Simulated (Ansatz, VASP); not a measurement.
# Sn: VASP beside Ansatz

Aim: how closely do two programs agree when they are given the same cell, functional and k mesh? The cell is taken from a series of runs on this material, whose earlier steps may have relaxed, scaled, displaced or heated it; both programs get it as it stands.

Main program and level: Ansatz 0.2.0; plane waves, with VASP 6.6.1 beside it; zone-centre phonons at PBEsol.

## 1. The starting structure

The structure is trigonal, space group R-3m (No. 166). Conventional cell: a = 4.578 Å, b = 4.578 Å, c = 11.378 Å, α = 90.00°, β = 90.00°, γ = 120.00°. Nearest to Sn lie 4 Sn at 2.81 to 2.83 Å.

As a file:

```cif
data_structure
_symmetry_space_group_name_H-M 'P 1'
_symmetry_Int_Tables_number 1
_cell_length_a 4.6227
_cell_length_b 4.6227
_cell_length_c 4.6227
_cell_angle_alpha 59.358
_cell_angle_beta 59.358
_cell_angle_gamma 59.358
_cell_volume 68.83
loop_
_atom_site_label
_atom_site_type_symbol
_atom_site_fract_x
_atom_site_fract_y
_atom_site_fract_z
_atom_site_occupancy
Sn1 Sn 0.50073 0.50073 0.50073 1
Sn2 Sn 0.74927 0.74927 0.74927 1
```

## 2. VASP: zone-centre phonons, PBEsol

Second derivatives magnify differences that forces hide, and they need a tight electronic threshold.

Lines of VASP's logs that name or quote its potential files are left out, and so is its time.

File INCAR:

```
SYSTEM = Sn
PREC = Accurate
ENCUT = 500
EDIFF = 1E-08
NELM = 120
ISMEAR = 0
SIGMA = 0.015
LREAL = .FALSE.
ALGO = Normal
GGA = PS
NBANDS = 20
LORBIT = 11
LWAVE = .FALSE.
LCHARG = .FALSE.
ISIF = 2
ISYM = 2
IBRION = 8
LASPH = .TRUE.
GGA_COMPAT = .FALSE.
KPAR = 2
```

File POSCAR:

```
Sn
1.0
    0.0317048117      3.2686753407      3.2686753407
    3.2686753407      0.0317048117      3.2686753407
    3.2686753407      3.2686753407      0.0317048117
Sn
2
Direct
    0.5007347362      0.5007347362      0.5007347362
    0.7492652638      0.7492652638      0.7492652638
```

File KPOINTS:

```
Points of the shifted mesh
1728
Reciprocal
 0.0416666667  0.0416666667  0.0416666667 1
 0.0416666667  0.0416666667  0.1250000000 1
 0.0416666667  0.0416666667  0.2083333333 1
 0.0416666667  0.0416666667  0.2916666667 1
 0.0416666667  0.0416666667  0.3750000000 1
 0.0416666667  0.0416666667  0.4583333333 1
 0.0416666667  0.0416666667  0.5416666667 1
 0.0416666667  0.0416666667  0.6250000000 1
 0.0416666667  0.0416666667  0.7083333333 1
 0.0416666667  0.0416666667  0.7916666667 1
 0.0416666667  0.0416666667  0.8750000000 1
 0.0416666667  0.0416666667  0.9583333333 1
 0.0416666667  0.1250000000  0.0416666667 1
 0.0416666667  0.1250000000  0.1250000000 1
 0.0416666667  0.1250000000  0.2083333333 1
 0.0416666667  0.1250000000  0.2916666667 1
 0.0416666667  0.1250000000  0.3750000000 1
 0.0416666667  0.1250000000  0.4583333333 1
 0.0416666667  0.1250000000  0.5416666667 1
 0.0416666667  0.1250000000  0.6250000000 1
 0.0416666667  0.1250000000  0.7083333333 1
 0.0416666667  0.1250000000  0.7916666667 1
 0.0416666667  0.1250000000  0.8750000000 1
 0.0416666667  0.1250000000  0.9583333333 1
 0.0416666667  0.2083333333  0.0416666667 1
 0.0416666667  0.2083333333  0.1250000000 1
 0.0416666667  0.2083333333  0.2083333333 1
 0.0416666667  0.2083333333  0.2916666667 1
 0.0416666667  0.2083333333  0.3750000000 1
 0.0416666667  0.2083333333  0.4583333333 1
 0.0416666667  0.2083333333  0.5416666667 1
 0.0416666667  0.2083333333  0.6250000000 1
 0.0416666667  0.2083333333  0.7083333333 1
 0.0416666667  0.2083333333  0.7916666667 1
 0.0416666667  0.2083333333  0.8750000000 1
 0.0416666667  0.2083333333  0.9583333333 1
 0.0416666667  0.2916666667  0.0416666667 1
 0.0416666667  0.2916666667  0.1250000000 1
 0.0416666667  0.2916666667  0.2083333333 1
 0.0416666667  0.2916666667  0.2916666667 1
 0.0416666667  0.2916666667  0.3750000000 1
 0.0416666667  0.2916666667  0.4583333333 1
 0.0416666667  0.2916666667  0.5416666667 1
 0.0416666667  0.2916666667  0.6250000000 1
 0.0416666667  0.2916666667  0.7083333333 1
 0.0416666667  0.2916666667  0.7916666667 1
 0.0416666667  0.2916666667  0.8750000000 1
 0.0416666667  0.2916666667  0.9583333333 1
 0.0416666667  0.3750000000  0.0416666667 1
 0.0416666667  0.3750000000  0.1250000000 1
 0.0416666667  0.3750000000  0.2083333333 1
 0.0416666667  0.3750000000  0.2916666667 1
 0.0416666667  0.3750000000  0.3750000000 1
 0.0416666667  0.3750000000  0.4583333333 1
 0.0416666667  0.3750000000  0.5416666667 1
 0.0416666667  0.3750000000  0.6250000000 1
 0.0416666667  0.3750000000  0.7083333333 1
 0.0416666667  0.3750000000  0.7916666667 1
 0.0416666667  0.3750000000  0.8750000000 1
 0.0416666667  0.3750000000  0.9583333333 1
 0.0416666667  0.4583333333  0.0416666667 1
 0.0416666667  0.4583333333  0.1250000000 1
 0.0416666667  0.4583333333  0.2083333333 1
 0.0416666667  0.4583333333  0.2916666667 1
 0.0416666667  0.4583333333  0.3750000000 1
 0.0416666667  0.4583333333  0.4583333333 1
 0.0416666667  0.4583333333  0.5416666667 1
 0.0416666667  0.4583333333  0.6250000000 1
 0.0416666667  0.4583333333  0.7083333333 1
 0.0416666667  0.4583333333  0.7916666667 1
 0.0416666667  0.4583333333  0.8750000000 1
 0.0416666667  0.4583333333  0.9583333333 1
 0.0416666667  0.5416666667  0.0416666667 1
 0.0416666667  0.5416666667  0.1250000000 1
 0.0416666667  0.5416666667  0.2083333333 1
 0.0416666667  0.5416666667  0.2916666667 1
 0.0416666667  0.5416666667  0.3750000000 1
 0.0416666667  0.5416666667  0.4583333333 1
 0.0416666667  0.5416666667  0.5416666667 1
 0.0416666667  0.5416666667  0.6250000000 1
 0.0416666667  0.5416666667  0.7083333333 1
 0.0416666667  0.5416666667  0.7916666667 1
 0.0416666667  0.5416666667  0.8750000000 1
 0.0416666667  0.5416666667  0.9583333333 1
 0.0416666667  0.6250000000  0.0416666667 1
 0.0416666667  0.6250000000  0.1250000000 1
 0.0416666667  0.6250000000  0.2083333333 1
 0.0416666667  0.6250000000  0.2916666667 1
 0.0416666667  0.6250000000  0.3750000000 1
 0.0416666667  0.6250000000  0.4583333333 1
 0.0416666667  0.6250000000  0.5416666667 1
 0.0416666667  0.6250000000  0.6250000000 1
 0.0416666667  0.6250000000  0.7083333333 1
 0.0416666667  0.6250000000  0.7916666667 1
 0.0416666667  0.6250000000  0.8750000000 1
 0.0416666667  0.6250000000  0.9583333333 1
 0.0416666667  0.7083333333  0.0416666667 1
 0.0416666667  0.7083333333  0.1250000000 1
 0.0416666667  0.7083333333  0.2083333333 1
 0.0416666667  0.7083333333  0.2916666667 1
 0.0416666667  0.7083333333  0.3750000000 1
 0.0416666667  0.7083333333  0.4583333333 1
 0.0416666667  0.7083333333  0.5416666667 1
 0.0416666667  0.7083333333  0.6250000000 1
 0.0416666667  0.7083333333  0.7083333333 1
 0.0416666667  0.7083333333  0.7916666667 1
 0.0416666667  0.7083333333  0.8750000000 1
 0.0416666667  0.7083333333  0.9583333333 1
 0.0416666667  0.7916666667  0.0416666667 1
 0.0416666667  0.7916666667  0.1250000000 1
 0.0416666667  0.7916666667  0.2083333333 1
 0.0416666667  0.7916666667  0.2916666667 1
[... 1390 lines left out ...]
 0.8750000000  0.4583333333  0.1250000000 1
 0.8750000000  0.4583333333  0.2083333333 1
 0.8750000000  0.4583333333  0.2916666667 1
 0.8750000000  0.4583333333  0.3750000000 1
 0.8750000000  0.4583333333  0.4583333333 1
 0.8750000000  0.4583333333  0.5416666667 1
 0.8750000000  0.4583333333  0.6250000000 1
 0.8750000000  0.4583333333  0.7083333333 1
 0.8750000000  0.4583333333  0.7916666667 1
 0.8750000000  0.4583333333  0.8750000000 1
 0.8750000000  0.4583333333  0.9583333333 1
 0.8750000000  0.5416666667  0.0416666667 1
 0.8750000000  0.5416666667  0.1250000000 1
 0.8750000000  0.5416666667  0.2083333333 1
 0.8750000000  0.5416666667  0.2916666667 1
 0.8750000000  0.5416666667  0.3750000000 1
 0.8750000000  0.5416666667  0.4583333333 1
 0.8750000000  0.5416666667  0.5416666667 1
 0.8750000000  0.5416666667  0.6250000000 1
 0.8750000000  0.5416666667  0.7083333333 1
 0.8750000000  0.5416666667  0.7916666667 1
 0.8750000000  0.5416666667  0.8750000000 1
 0.8750000000  0.5416666667  0.9583333333 1
 0.8750000000  0.6250000000  0.0416666667 1
 0.8750000000  0.6250000000  0.1250000000 1
 0.8750000000  0.6250000000  0.2083333333 1
 0.8750000000  0.6250000000  0.2916666667 1
 0.8750000000  0.6250000000  0.3750000000 1
 0.8750000000  0.6250000000  0.4583333333 1
 0.8750000000  0.6250000000  0.5416666667 1
 0.8750000000  0.6250000000  0.6250000000 1
 0.8750000000  0.6250000000  0.7083333333 1
 0.8750000000  0.6250000000  0.7916666667 1
 0.8750000000  0.6250000000  0.8750000000 1
 0.8750000000  0.6250000000  0.9583333333 1
 0.8750000000  0.7083333333  0.0416666667 1
 0.8750000000  0.7083333333  0.1250000000 1
 0.8750000000  0.7083333333  0.2083333333 1
 0.8750000000  0.7083333333  0.2916666667 1
 0.8750000000  0.7083333333  0.3750000000 1
 0.8750000000  0.7083333333  0.4583333333 1
 0.8750000000  0.7083333333  0.5416666667 1
 0.8750000000  0.7083333333  0.6250000000 1
 0.8750000000  0.7083333333  0.7083333333 1
 0.8750000000  0.7083333333  0.7916666667 1
 0.8750000000  0.7083333333  0.8750000000 1
 0.8750000000  0.7083333333  0.9583333333 1
 0.8750000000  0.7916666667  0.0416666667 1
 0.8750000000  0.7916666667  0.1250000000 1
 0.8750000000  0.7916666667  0.2083333333 1
 0.8750000000  0.7916666667  0.2916666667 1
 0.8750000000  0.7916666667  0.3750000000 1
 0.8750000000  0.7916666667  0.4583333333 1
 0.8750000000  0.7916666667  0.5416666667 1
 0.8750000000  0.7916666667  0.6250000000 1
 0.8750000000  0.7916666667  0.7083333333 1
 0.8750000000  0.7916666667  0.7916666667 1
 0.8750000000  0.7916666667  0.8750000000 1
 0.8750000000  0.7916666667  0.9583333333 1
 0.8750000000  0.8750000000  0.0416666667 1
 0.8750000000  0.8750000000  0.1250000000 1
 0.8750000000  0.8750000000  0.2083333333 1
 0.8750000000  0.8750000000  0.2916666667 1
 0.8750000000  0.8750000000  0.3750000000 1
 0.8750000000  0.8750000000  0.4583333333 1
 0.8750000000  0.8750000000  0.5416666667 1
 0.8750000000  0.8750000000  0.6250000000 1
 0.8750000000  0.8750000000  0.7083333333 1
 0.8750000000  0.8750000000  0.7916666667 1
 0.8750000000  0.8750000000  0.8750000000 1
 0.8750000000  0.8750000000  0.9583333333 1
 0.8750000000  0.9583333333  0.0416666667 1
 0.8750000000  0.9583333333  0.1250000000 1
 0.8750000000  0.9583333333  0.2083333333 1
 0.8750000000  0.9583333333  0.2916666667 1
 0.8750000000  0.9583333333  0.3750000000 1
 0.8750000000  0.9583333333  0.4583333333 1
 0.8750000000  0.9583333333  0.5416666667 1
 0.8750000000  0.9583333333  0.6250000000 1
 0.8750000000  0.9583333333  0.7083333333 1
 0.8750000000  0.9583333333  0.7916666667 1
 0.8750000000  0.9583333333  0.8750000000 1
 0.8750000000  0.9583333333  0.9583333333 1
 0.9583333333  0.0416666667  0.0416666667 1
 0.9583333333  0.0416666667  0.1250000000 1
 0.9583333333  0.0416666667  0.2083333333 1
 0.9583333333  0.0416666667  0.2916666667 1
 0.9583333333  0.0416666667  0.3750000000 1
 0.9583333333  0.0416666667  0.4583333333 1
 0.9583333333  0.0416666667  0.5416666667 1
 0.9583333333  0.0416666667  0.6250000000 1
 0.9583333333  0.0416666667  0.7083333333 1
 0.9583333333  0.0416666667  0.7916666667 1
 0.9583333333  0.0416666667  0.8750000000 1
 0.9583333333  0.0416666667  0.9583333333 1
 0.9583333333  0.1250000000  0.0416666667 1
 0.9583333333  0.1250000000  0.1250000000 1
 0.9583333333  0.1250000000  0.2083333333 1
 0.9583333333  0.1250000000  0.2916666667 1
 0.9583333333  0.1250000000  0.3750000000 1
 0.9583333333  0.1250000000  0.4583333333 1
 0.9583333333  0.1250000000  0.5416666667 1
 0.9583333333  0.1250000000  0.6250000000 1
 0.9583333333  0.1250000000  0.7083333333 1
 0.9583333333  0.1250000000  0.7916666667 1
 0.9583333333  0.1250000000  0.8750000000 1
 0.9583333333  0.1250000000  0.9583333333 1
 0.9583333333  0.2083333333  0.0416666667 1
 0.9583333333  0.2083333333  0.1250000000 1
 0.9583333333  0.2083333333  0.2083333333 1
 0.9583333333  0.2083333333  0.2916666667 1
 0.9583333333  0.2083333333  0.3750000000 1
 0.9583333333  0.2083333333  0.4583333333 1
 0.9583333333  0.2083333333  0.5416666667 1
 0.9583333333  0.2083333333  0.6250000000 1
 0.9583333333  0.2083333333  0.7083333333 1
 0.9583333333  0.2083333333  0.7916666667 1
 0.9583333333  0.2083333333  0.8750000000 1
 0.9583333333  0.2083333333  0.9583333333 1
 0.9583333333  0.2916666667  0.0416666667 1
 0.9583333333  0.2916666667  0.1250000000 1
 0.9583333333  0.2916666667  0.2083333333 1
 0.9583333333  0.2916666667  0.2916666667 1
 0.9583333333  0.2916666667  0.3750000000 1
 0.9583333333  0.2916666667  0.4583333333 1
 0.9583333333  0.2916666667  0.5416666667 1
 0.9583333333  0.2916666667  0.6250000000 1
 0.9583333333  0.2916666667  0.7083333333 1
 0.9583333333  0.2916666667  0.7916666667 1
 0.9583333333  0.2916666667  0.8750000000 1
 0.9583333333  0.2916666667  0.9583333333 1
 0.9583333333  0.3750000000  0.0416666667 1
 0.9583333333  0.3750000000  0.1250000000 1
 0.9583333333  0.3750000000  0.2083333333 1
 0.9583333333  0.3750000000  0.2916666667 1
 0.9583333333  0.3750000000  0.3750000000 1
 0.9583333333  0.3750000000  0.4583333333 1
 0.9583333333  0.3750000000  0.5416666667 1
 0.9583333333  0.3750000000  0.6250000000 1
 0.9583333333  0.3750000000  0.7083333333 1
 0.9583333333  0.3750000000  0.7916666667 1
 0.9583333333  0.3750000000  0.8750000000 1
 0.9583333333  0.3750000000  0.9583333333 1
 0.9583333333  0.4583333333  0.0416666667 1
 0.9583333333  0.4583333333  0.1250000000 1
 0.9583333333  0.4583333333  0.2083333333 1
 0.9583333333  0.4583333333  0.2916666667 1
 0.9583333333  0.4583333333  0.3750000000 1
 0.9583333333  0.4583333333  0.4583333333 1
 0.9583333333  0.4583333333  0.5416666667 1
 0.9583333333  0.4583333333  0.6250000000 1
 0.9583333333  0.4583333333  0.7083333333 1
 0.9583333333  0.4583333333  0.7916666667 1
 0.9583333333  0.4583333333  0.8750000000 1
 0.9583333333  0.4583333333  0.9583333333 1
 0.9583333333  0.5416666667  0.0416666667 1
 0.9583333333  0.5416666667  0.1250000000 1
 0.9583333333  0.5416666667  0.2083333333 1
 0.9583333333  0.5416666667  0.2916666667 1
 0.9583333333  0.5416666667  0.3750000000 1
 0.9583333333  0.5416666667  0.4583333333 1
 0.9583333333  0.5416666667  0.5416666667 1
 0.9583333333  0.5416666667  0.6250000000 1
 0.9583333333  0.5416666667  0.7083333333 1
 0.9583333333  0.5416666667  0.7916666667 1
 0.9583333333  0.5416666667  0.8750000000 1
 0.9583333333  0.5416666667  0.9583333333 1
 0.9583333333  0.6250000000  0.0416666667 1
 0.9583333333  0.6250000000  0.1250000000 1
 0.9583333333  0.6250000000  0.2083333333 1
 0.9583333333  0.6250000000  0.2916666667 1
 0.9583333333  0.6250000000  0.3750000000 1
 0.9583333333  0.6250000000  0.4583333333 1
 0.9583333333  0.6250000000  0.5416666667 1
 0.9583333333  0.6250000000  0.6250000000 1
 0.9583333333  0.6250000000  0.7083333333 1
 0.9583333333  0.6250000000  0.7916666667 1
 0.9583333333  0.6250000000  0.8750000000 1
 0.9583333333  0.6250000000  0.9583333333 1
 0.9583333333  0.7083333333  0.0416666667 1
 0.9583333333  0.7083333333  0.1250000000 1
 0.9583333333  0.7083333333  0.2083333333 1
 0.9583333333  0.7083333333  0.2916666667 1
 0.9583333333  0.7083333333  0.3750000000 1
 0.9583333333  0.7083333333  0.4583333333 1
 0.9583333333  0.7083333333  0.5416666667 1
 0.9583333333  0.7083333333  0.6250000000 1
 0.9583333333  0.7083333333  0.7083333333 1
 0.9583333333  0.7083333333  0.7916666667 1
 0.9583333333  0.7083333333  0.8750000000 1
 0.9583333333  0.7083333333  0.9583333333 1
 0.9583333333  0.7916666667  0.0416666667 1
 0.9583333333  0.7916666667  0.1250000000 1
 0.9583333333  0.7916666667  0.2083333333 1
 0.9583333333  0.7916666667  0.2916666667 1
 0.9583333333  0.7916666667  0.3750000000 1
 0.9583333333  0.7916666667  0.4583333333 1
 0.9583333333  0.7916666667  0.5416666667 1
 0.9583333333  0.7916666667  0.6250000000 1
 0.9583333333  0.7916666667  0.7083333333 1
 0.9583333333  0.7916666667  0.7916666667 1
 0.9583333333  0.7916666667  0.8750000000 1
 0.9583333333  0.7916666667  0.9583333333 1
 0.9583333333  0.8750000000  0.0416666667 1
 0.9583333333  0.8750000000  0.1250000000 1
 0.9583333333  0.8750000000  0.2083333333 1
 0.9583333333  0.8750000000  0.2916666667 1
 0.9583333333  0.8750000000  0.3750000000 1
 0.9583333333  0.8750000000  0.4583333333 1
 0.9583333333  0.8750000000  0.5416666667 1
 0.9583333333  0.8750000000  0.6250000000 1
 0.9583333333  0.8750000000  0.7083333333 1
 0.9583333333  0.8750000000  0.7916666667 1
 0.9583333333  0.8750000000  0.8750000000 1
 0.9583333333  0.8750000000  0.9583333333 1
 0.9583333333  0.9583333333  0.0416666667 1
 0.9583333333  0.9583333333  0.1250000000 1
 0.9583333333  0.9583333333  0.2083333333 1
 0.9583333333  0.9583333333  0.2916666667 1
 0.9583333333  0.9583333333  0.3750000000 1
 0.9583333333  0.9583333333  0.4583333333 1
 0.9583333333  0.9583333333  0.5416666667 1
 0.9583333333  0.9583333333  0.6250000000 1
 0.9583333333  0.9583333333  0.7083333333 1
 0.9583333333  0.9583333333  0.7916666667 1
 0.9583333333  0.9583333333  0.8750000000 1
 0.9583333333  0.9583333333  0.9583333333 1
```

Potentials, in the order of the species: Sn_d (PBE family, release 64).

Command:

```console
mpirun -np 2 vasp_std
```

Numbers of over 12 decimals in the logs are rounded to 6 here.

The log of the run:

```text
[banner, memory and clock lines left out]
running    2 mpi-ranks, on    1 nodes
 distrk:  each k-point on    1 cores,    2 groups
 distr:  one band on    1 cores,    1 groups

 POSCAR found type information on POSCAR Sn
 POSCAR found :  1 types and       2 ions
|                                                                             |
|               ----> ADVICE to this user running VASP <----                  |
|                                                                             |
|     You enforced a specific xc type in the INCAR file but a different       |
|     [... a line on the potential file left out ...]
|     I HOPE YOU KNOW WHAT YOU ARE DOING!                                     |
|                                                                             |

 LDA part: xc-table for (Slater+PW92), standard interpolation
 POSCAR, INCAR and KPOINTS ok, starting setup
 FFT: planning ... GRIDC
 FFT: planning ... GRID_SOFT
 FFT: planning ... GRID
 WAVECAR not read
 entering main loop
       N       E                     dE             d eps       ncg     rms          rms(c)
DAV:   1     0.220978246896E+03    0.22098E+03   -0.14770E+04 69552   0.199E+03
DAV:   2     0.146429930751E+02   -0.20634E+03   -0.20258E+03 69336   0.439E+02
DAV:   3    -0.782555457511E+01   -0.22469E+02   -0.22336E+02 78928   0.142E+02
DAV:   4    -0.854024224474E+01   -0.71469E+00   -0.71436E+00 78580   0.285E+01
DAV:   5    -0.856502795900E+01   -0.24786E-01   -0.24785E-01 94428   0.518E+00    0.325E+00
DAV:   6    -0.849422806230E+01    0.70800E-01   -0.44609E-02 93392   0.278E+00    0.184E+00
DAV:   7    -0.846025033501E+01    0.33978E-01   -0.55005E-02 77652   0.264E+00    0.166E-01
DAV:   8    -0.846120163546E+01   -0.95130E-03   -0.70871E-03 76332   0.102E+00    0.551E-02
DAV:   9    -0.846146900427E+01   -0.26737E-03   -0.35678E-04 83020   0.140E-01    0.120E-02
DAV:  10    -0.846147942535E+01   -0.10421E-04   -0.21938E-05 84828   0.435E-02    0.530E-03
DAV:  11    -0.846148110709E+01   -0.16817E-05   -0.32755E-06 85408   0.118E-02    0.847E-04
DAV:  12    -0.846148105159E+01    0.55498E-07   -0.22572E-07 84052   0.440E-03    0.544E-04
DAV:  13    -0.846148105571E+01   -0.41196E-08   -0.25714E-08 63772   0.114E-03
   1 F= -.84614811E+01 E0= -.84614694E+01  d E =-.233906E-04
 Linear response reoptimize wavefunctions to high precision
DAV:   1    -0.846148105141E+01    0.43010E-08   -0.38184E-09 64592   0.674E-04
DAV:   2    -0.846148105147E+01   -0.62755E-10   -0.52090E-10 42448   0.230E-04
 Linear response DOF=           1
 Linear response progress:
  Degree of freedom:   1/  1
       N       E                     dE             d eps       ncg     rms          rms(c)
RMM:   1    -0.214097261626E+00   -0.21410E+00    0.56096E-01 86632   0.100E+01
RMM:   2    -0.220749589621E+00   -0.66523E-02   -0.19862E-02121082   0.117E+00    0.716E-02
RMM:   3    -0.220925138360E+00   -0.17555E-03   -0.16395E-03127446   0.325E-01    0.336E-02
RMM:   4    -0.220839086208E+00    0.86052E-04   -0.11485E-04127027   0.984E-02    0.115E-02
RMM:   5    -0.220832271616E+00    0.68146E-05   -0.16322E-05129768   0.332E-02    0.385E-03
RMM:   6    -0.220830907091E+00    0.13645E-05   -0.13957E-06127533   0.969E-03    0.187E-03
RMM:   7    -0.220827581692E+00    0.33254E-05   -0.23489E-07128180   0.354E-03    0.288E-04
RMM:   8    -0.220825329377E+00    0.22523E-05   -0.26357E-08132459   0.126E-03    0.227E-04
RMM:   9    -0.220823231682E+00    0.20977E-05    0.60910E-08130133   0.526E-04    0.537E-05
RMM:  10    -0.220823646685E+00   -0.41500E-06    0.14244E-08138060   0.221E-04    0.327E-05
RMM:  11    -0.220823601269E+00    0.45416E-07    0.43899E-08132691   0.112E-04    0.698E-06
RMM:  12    -0.220823592560E+00    0.87091E-08    0.35404E-08142622   0.604E-05    0.604E-06
 first order change of Fermi-energy   0.67352E+00
 force on displaced ion       1 direction 1 :  -7.261  -0.233  -0.233
 Linear response finished
```

(Part 1 of 2 ends here.)

[Lines on the potential files, build, host, timing and source positions are cut from VASP's logs without a mark.]

[Logs are printed without paths, hosts, clocks, repeated set-up lines and the standing remarks that a program may print on its own settings, such as how far it seeks lower states.]

[Hosts, paths, dates, database ids (printed as entryN), source tags and the programs' standing remarks are cut or masked in the printed files.]
